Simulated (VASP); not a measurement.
Here is the system:

```xyz
6
Lattice="3.8960 0.0000 0.0000 0.0000 2.5444 4.3966 0.0000 -2.5444 4.3966" Properties=species:S:1:pos:R:3 pbc="T T T"
Ce     0.0000     0.0000     0.0304
Al     0.0000     0.0000     5.9048
Cu     0.0000     0.0000     2.9226
Cu     1.9480     0.0000     4.3691
Ni     1.9480     1.2826     6.5716
Ni     1.9480    -1.2826     6.5716
```

Calculation: PBEsol GGA with spin-orbit coupling, VASP's PBE PAW potentials (set 64) (plane waves; VASP). Numerical set-up: 400 eV cut-off, 7×6×6 Γ-centred mesh, Gaussian smearing of 0.050 eV, potentials Ce Al Cu Ni.

**Question.** Give the energies of bands 53 to 66 at the high-symmetry points, in eV from the Fermi level.

**Answer.** 
```
band      Γ      Y     C0      Z     A0      T      S      R
----  -----  -----  -----  -----  -----  -----  -----  -----
53    -0.27  -1.06  -1.03  -1.13  -1.11  -1.00  -0.81  -1.25
54    -0.27  -1.06  -1.01  -1.13  -1.10  -1.00  -0.81  -1.25
55    -0.01   0.15   0.12  -0.82  -0.97  -0.88   0.08  -1.21
56    -0.01   0.15   0.15  -0.82  -0.96  -0.88   0.08  -1.21
57     0.08   0.18   0.17  -0.63  -0.61  -0.29   0.14  -0.23
58     0.08   0.18   0.19  -0.63  -0.61  -0.29   0.14  -0.23
59     0.11   0.27   0.22  -0.46   0.13   0.18   0.23   0.17
60     0.11   0.27   0.23  -0.46   0.15   0.18   0.23   0.17
61     0.28   0.40   0.34  -0.42   0.20   0.22   0.28   0.22
62     0.28   0.40   0.45  -0.42   0.23   0.22   0.28   0.22
63     0.39   0.46   0.47   0.20   0.24   0.28   0.45   0.28
64     0.39   0.46   0.48   0.20   0.30   0.28   0.45   0.28
65     0.40   0.56   0.51   0.22   0.39   0.47   0.53   0.36
66     0.40   0.58   0.54   0.22   0.40   0.47   0.53   0.36
```

It has no gap at this level: it comes out as a metal or semimetal.

The structure comes from a computed database's AlCeCu2Ni2 entry (Amm2); how it stands against other phases isn't given here. It was relaxed first.
